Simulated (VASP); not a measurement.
Given:

```
Dy
1.0
    1.79500    -3.10903     0.00000
    1.79500     3.10903     0.00000
    0.00000     0.00000     5.65000
Dy
2
Direct
  0.33333   0.66667   0.25000
  0.66667   0.33333   0.75000
```

The numbers are results of vdW-DF-cx, VASP's PBE PAW potentials (set 64) (plane waves; VASP 6.6.1), not measurements. Run with 520 eV cut-off, 11×11×6 Γ-centred mesh, first-order Methfessel-Paxton smearing of 0.10 eV, potentials Dy_3.

The 4f electrons are frozen in the core of the lanthanide potential, so 4f levels, which can set the real gap, and their magnetism are missing. Energy and stress use the plane-wave basis of the starting cell.

### Question
The ions, cell shape and volume are relaxed. Predict the relaxed structure.

### Answer

```
Dy
1.0
    1.77831    -3.08012     0.00000
    1.77831     3.08012     0.00000
    0.00000     0.00000     5.50456
Dy
2
Direct
  0.33333   0.66667   0.25000
  0.66667   0.33333   0.75000
```
Space group P6_3/mmc (194), at a tolerance of 0.03 Å.

### Question
How do energy and volume change from the first to the last step?

### Answer
The energy (σ→0) changes by -9.7 meV/atom and the volume by -4.4 %, in 6 ionic steps.

The compound is Dy in the hcp structure. This run relaxes it. Symmetry was kept, so distortions that lower it aren't found.
